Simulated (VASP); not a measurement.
Method: PBE GGA, VASP's PBE PAW potentials (set 64) (plane waves; VASP).

VASP ran on this input.

File KPOINTS:
```
Automatic mesh
0
Gamma
8 8 8
0 0 0
```

POSCAR:
```
LiCl
2.570
  0.0000000000   1.0000000000   1.0000000000
  1.0000000000   0.0000000000   1.0000000000
  1.0000000000   1.0000000000   0.0000000000
Li Cl
1 1
direct
  0.0000000000   0.0000000000   0.0000000000
  0.5000000000   0.5000000000   0.5000000000
```

**INCAR**
```
SIGMA = 0.05
GGA = PE
ISMEAR = 0   ! Gaussian
LCHARG = .FALSE.
LASPH = .TRUE.
ISIF = 2   ! forces and stress, cell fixed
PREC = Accurate
ENCUT = 520
NELM = 100   ! most electronic steps
ALGO = Normal   ! blocked Davidson
LREAL = .FALSE.   ! projection in real space or not
LWAVE = .FALSE.
EDIFF = 1E-6   ! SCF stop (eV)
SYSTEM = LiCl
```

POTCAR, in this order: Li_sv Cl (PBE.64 set). Program: vasp_std.

What VASP printed:

### OUTCAR
```
 ion  position               nearest neighbor table
   1  0.000  0.000  0.000-   2 2.57   2 2.57   2 2.57   2 2.57   2 2.57   2 2.57
   2  0.500  0.500  0.500-   1 2.57   1 2.57   1 2.57   1 2.57   1 2.57   1 2.57
  LATTYP: Found a face centered cubic cell.
 ALAT       =     5.1400000000
 Subroutine PRICEL returns:
 Original cell was already a primitive cell.
 Subroutine GETGRP returns: Found 48 space group operations
The static configuration has the point symmetry O_h .
The dynamic configuration has the point symmetry O_h .
 Subroutine INISYM returns: Found 48 space group operations
 Subroutine IBZKPT returns following result:
 Found     29 irreducible k-points:

 Following reciprocal coordinates:
            Coordinates               Weight
  0.000000  0.000000  0.000000      1.000000
  0.125000  0.000000  0.000000      8.000000
  0.250000  0.000000  0.000000      8.000000
  0.375000  0.000000  0.000000      8.000000
  0.500000  0.000000  0.000000      4.000000
  0.125000  0.125000  0.000000      6.000000
  0.250000  0.125000  0.000000     24.000000
  0.375000  0.125000  0.000000     24.000000
  0.500000  0.125000  0.000000     24.000000
 -0.375000  0.125000  0.000000     24.000000
 -0.250000  0.125000  0.000000     24.000000
 -0.125000  0.125000  0.000000     12.000000
  0.250000  0.250000  0.000000      6.000000
  0.375000  0.250000  0.000000     24.000000
  0.500000  0.250000  0.000000     24.000000
 -0.375000  0.250000  0.000000     24.000000
 -0.250000  0.250000  0.000000     12.000000
  0.375000  0.375000  0.000000      6.000000
  0.500000  0.375000  0.000000     24.000000
 -0.375000  0.375000  0.000000     12.000000
  0.500000  0.500000  0.000000      3.000000
  0.375000  0.250000  0.125000     24.000000
  0.500000  0.250000  0.125000     48.000000
 -0.375000  0.250000  0.125000     24.000000
  0.500000  0.375000  0.125000     24.000000
 -0.375000  0.375000  0.125000     48.000000
 -0.250000  0.375000  0.125000     24.000000
 -0.375000  0.500000  0.125000     12.000000
 -0.250000  0.500000  0.250000      6.000000
   k-points           NKPTS =     29   k-points in BZ     NKDIM =     29   number of bands    NBANDS=      9
   number of dos      NEDOS =    301   number of ions     NIONS =      2
   total plane-waves  NPLWV =  21952
   dimension x,y,z NGX =    28 NGY =   28 NGZ =   28
   dimension x,y,z NGXF=    56 NGYF=   56 NGZF=   56
   ions per type =               1   1
   PREC   = accura    normal or accurate (medium, high low for compatibility)
   ISTART =      0    job   : 0-new  1-cont  2-samecut
   ICHARG =      2    charge: 1-file 2-atom 10-const
   ISPIN  =      1    spin polarized calculation?
   LNONCOLLINEAR =      F non collinear calculations
   LSORBIT =      F    spin-orbit coupling
   INIWAV =      1    electr: 0-lowe 1-rand  2-diag
   ENCUT  =  520.0 eV  38.22 Ry    6.18 a.u.   6.76  6.76  6.76*2*pi/ulx,y,z
   NELM   =    100;   NELMIN=  2; NELMDL= -5     # of ELM steps
   EDIFF  = 0.1E-05   stopping-criterion for ELM
   LREAL  =      F    real-space projection
   NLSPLINE    = F    spline interpolate recip. space projectors
   LMAXMIX     =    2 max onsite mixed and CHGCAR
   VOSKOWN=      0    Vosko Wilk Nusair interpolation
   EDIFFG = 0.1E-04   stopping-criterion for IOM
   NSW    =      0    number of steps for IOM
   NBLOCK =      1;   KBLOCK =      1    inner block; outer block
   IBRION =     -1    ionic relax: 0-MD 1-quasi-New 2-CG
   NFREE  =      0    steps in history (QN), initial steepest desc. (CG)
   ISIF   =      2    stress and relaxation
   ISYM   =      2    0-nonsym 1-usesym 2-fastsym
   TEIN   =    0.0    initial temperature
   TEBEG  =    0.0;   TEEND  =   0.0 temperature during run
   SMASS  =  -3.00    Nose mass-parameter (am)
...
```

File OSZICAR:
```
       N       E                     dE             d eps       ncg     rms          rms(c)
DAV:   1     0.456334907579E+02    0.45633E+02   -0.42749E+03   522   0.102E+03
DAV:   2    -0.528678470622E+01   -0.50920E+02   -0.49225E+02   720   0.163E+02
DAV:   3    -0.739214902400E+01   -0.21054E+01   -0.21035E+01   631   0.398E+01
DAV:   4    -0.745095932899E+01   -0.58810E-01   -0.58710E-01   825   0.625E+00
DAV:   5    -0.745142046138E+01   -0.46113E-03   -0.46112E-03   675   0.546E-01    0.238E+00
DAV:   6    -0.737992042758E+01    0.71500E-01   -0.17537E-01   591   0.244E+00    0.171E+00
DAV:   7    -0.738168517813E+01   -0.17648E-02   -0.57945E-02   745   0.156E+00    0.922E-01
DAV:   8    -0.738605801832E+01   -0.43728E-02   -0.87894E-03   589   0.797E-01    0.140E-01
DAV:   9    -0.738604893491E+01    0.90834E-05   -0.31591E-04   698   0.160E-01    0.426E-02
DAV:  10    -0.738611436478E+01   -0.65430E-04   -0.11439E-04   563   0.976E-02    0.226E-02
DAV:  11    -0.738612068532E+01   -0.63205E-05   -0.58212E-06   758   0.231E-02    0.523E-03
DAV:  12    -0.738612222183E+01   -0.15365E-05   -0.42297E-07   540   0.605E-03    0.327E-03
DAV:  13    -0.738612154726E+01    0.67457E-06   -0.14820E-07   271   0.349E-03
   1 F= -.73861215E+01 E0= -.73861215E+01  d E =-.419784E-18
```

OUTCAR:
```
------------------------ aborting loop because EDIFF is reached ----------------------------------------
  FORCE on cell =-STRESS in cart. coord.  units (eV):
  Direction    XX          YY          ZZ          XY          YZ          ZX
  --------------------------------------------------------------------------------------
  Total        0.0183911      0.0183911      0.0183911      0.0000000      0.0000000     -0.0000000
  in kB        0.8679406      0.8679406      0.8679406      0.0000000      0.0000000     -0.0000000
  external PRESSURE =       0.8679406 kB  Pullay stress =       0.0000000 kB
  volume of cell :       33.95
      direct lattice vectors                 reciprocal lattice vectors
     0.000000000  2.570000000  2.570000000    -0.194552529  0.194552529  0.194552529
     2.570000000  0.000000000  2.570000000     0.194552529 -0.194552529  0.194552529
     2.570000000  2.570000000  0.000000000     0.194552529  0.194552529 -0.194552529
  FREE ENERGIE OF THE ION-ELECTRON SYSTEM (eV)
  ---------------------------------------------------
  free  energy   TOTEN  =        -7.3861215473 eV

  energy  without entropy=       -7.3861215473  energy(sigma->0) =       -7.38612155
```
(Selected blocks of OUTCAR.)

The compound is LiCl in the rock salt structure. The cell was not relaxed at this level.
